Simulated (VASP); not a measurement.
Level of theory: PBE GGA + U (Dudarev), VASP's PBE PAW potentials (set 64) (plane waves; VASP).

VASP input:

POSCAR:
```
TiB2
1
    1.5150000000    -2.6240570000     0.0000000000
    1.5150000000     2.6240570000     0.0000000000
    0.0000000000     0.0000000000     3.2300000000
Ti B
1 2
Direct
  0.0000000000   0.0000000000   0.0000000000
  0.3333330000   0.6666670000   0.5000000000
  0.6666670000   0.3333330000   0.5000000000
```

**KPOINTS**
```
Automatic mesh
0
Gamma
10 10 9
0 0 0
```

INCAR:
```
# general
SYSTEM    = TiB2
PREC      = Accurate
ENCUT     = 520   # plane-wave cut-off (eV)
LREAL     = .FALSE.   # projection in real space or not
LASPH     = .TRUE.   # aspherical one-centre terms

# electronic loop
EDIFF     = 1E-6   # SCF stop (eV)
NELM      = 100
ALGO      = Normal
LMAXMIX   = 4   # l cut-off of mixed one-centre charges

# smearing
ISMEAR    = 1   # Methfessel-Paxton
SIGMA     = 0.1

# functional
GGA       = PE   # PBE

# DFT+U
LDAU      = .TRUE.
LDAUTYPE  = 2
LDAUL     = 2 -1
LDAUU     = 4.0 0
LDAUJ     = 0 0
LDAUPRINT = 1

# ions
ISIF      = 2

# output
LWAVE     = .FALSE.
LCHARG    = .FALSE.
LORBIT    = 10
```

POTCAR, in this order: Ti_sv B (PBE.64 set). Program: vasp_std.

The run wrote:

**OUTCAR**
```
 ion  position               nearest neighbor table
   1  0.000  0.000  0.000-   2 2.38   3 2.38   2 2.38   3 2.38   3 2.38   3 2.38   2 2.38   2 2.38
                             3 2.38   3 2.38   2 2.38   2 2.38
   2  0.333  0.667  0.500-   3 1.75   3 1.75   3 1.75   1 2.38   1 2.38   1 2.38   1 2.38   1 2.38
                             1 2.38
   3  0.667  0.333  0.500-   2 1.75   2 1.75   2 1.75   1 2.38   1 2.38   1 2.38   1 2.38   1 2.38
                             1 2.38
  LATTYP: Found a hexagonal cell.
 ALAT       =     3.0300000230
 C/A-ratio  =     1.0660065926
 Subroutine PRICEL returns:
 Original cell was already a primitive cell.
 Subroutine GETGRP returns: Found 24 space group operations
The static configuration has the point symmetry D_6h.
The dynamic configuration has the point symmetry D_6h.
 Subroutine INISYM returns: Found 24 space group operations
 Subroutine IBZKPT returns following result:
 Found     70 irreducible k-points:

 Following reciprocal coordinates:
            Coordinates               Weight
  0.000000  0.000000  0.000000      1.000000
  0.100000  0.000000  0.000000      6.000000
  0.200000  0.000000  0.000000      6.000000
  0.300000  0.000000  0.000000      6.000000
...
```

OSZICAR:
```
       N       E                     dE             d eps       ncg     rms          rms(c)
DAV:   1     0.132554902762E+03    0.13255E+03   -0.92957E+03  1820   0.159E+03
DAV:   2    -0.171761175663E+02   -0.14973E+03   -0.14623E+03  1860   0.400E+02
DAV:   3    -0.270795217291E+02   -0.99034E+01   -0.97553E+01  2698   0.956E+01
DAV:   4    -0.274036757749E+02   -0.32415E+00   -0.32391E+00  2442   0.157E+01
DAV:   5    -0.274113336106E+02   -0.76578E-02   -0.76569E-02  2664   0.216E+00    0.165E+01
DAV:   6    -0.211418014418E+02    0.62695E+01   -0.27965E+01  2427   0.626E+01    0.364E+00
DAV:   7    -0.212277134264E+02   -0.85912E-01   -0.14012E+00  2018   0.122E+01    0.277E+00
DAV:   8    -0.212378959956E+02   -0.10183E-01   -0.10511E-01  2789   0.316E+00    0.580E-01
DAV:   9    -0.212393057146E+02   -0.14097E-02   -0.12752E-02  2298   0.155E+00    0.148E-01
DAV:  10    -0.212392854396E+02    0.20275E-04   -0.34742E-03  2339   0.860E-01    0.128E-01
DAV:  11    -0.212390944469E+02    0.19099E-03   -0.58970E-04  2429   0.293E-01    0.363E-02
DAV:  12    -0.212390902272E+02    0.42197E-05   -0.32571E-05  2230   0.639E-02    0.134E-02
DAV:  13    -0.212390909385E+02   -0.71131E-06   -0.36643E-06  1915   0.195E-02
   1 F= -.21239091E+02 E0= -.21238841E+02  d E =-.750942E-03
```

File OUTCAR:
```
------------------------ aborting loop because EDIFF is reached ----------------------------------------
  FORCE on cell =-STRESS in cart. coord.  units (eV):
  Direction    XX          YY          ZZ          XY          YZ          ZX
  --------------------------------------------------------------------------------------
  Total        1.1286599      1.1286599      1.6931970      0.0000000      0.0000000      0.0000000
  in kB       70.4133907     70.4133921    105.6330075      0.0000000      0.0000000      0.0000000
  external PRESSURE =      82.1532634 kB  Pullay stress =       0.0000000 kB
  volume of cell :       25.68
      direct lattice vectors                 reciprocal lattice vectors
     1.515000000 -2.624057000  0.000000000     0.330033003 -0.190544641  0.000000000
     1.515000000  2.624057000  0.000000000     0.330033003  0.190544641  0.000000000
     0.000000000  0.000000000  3.230000000     0.000000000  0.000000000  0.309597523
 POSITION                                       TOTAL-FORCE (eV/Angst)
 -----------------------------------------------------------------------------------
      0.00000      0.00000      0.00000         0.000000      0.000000      0.000000
      1.51500      0.87469      1.61500         0.000000     -0.000000      0.000000
      1.51500     -0.87469      1.61500        -0.000000      0.000000     -0.000000
 -----------------------------------------------------------------------------------
    total drift:                               -0.000000      0.000000      0.000000
  FREE ENERGIE OF THE ION-ELECTRON SYSTEM (eV)
  ---------------------------------------------------
  free  energy   TOTEN  =       -21.2390909385 eV

  energy  without entropy=      -21.2383399967  energy(sigma->0) =      -21.23884062

 total charge

# of ion       s       p       d       tot
------------------------------------------
    1        2.185   6.225   1.894  10.305
    2        0.687   1.345   0.000   2.032
    3        0.687   1.345   0.000   2.032
--------------------------------------------------
tot          3.559   8.915   1.894  14.369
```
(Selected blocks of OUTCAR.)

The compound is TiB2 in the AlB2 type structure. The cell was not relaxed at this level. The run is one of a series of settings (LDAU = .TRUE., LDAUJ = 0 0, LDAUL = 2 -1, LDAUTYPE = 2, LDAUU = 4.0 0 against the base run), some of them coarse on purpose.
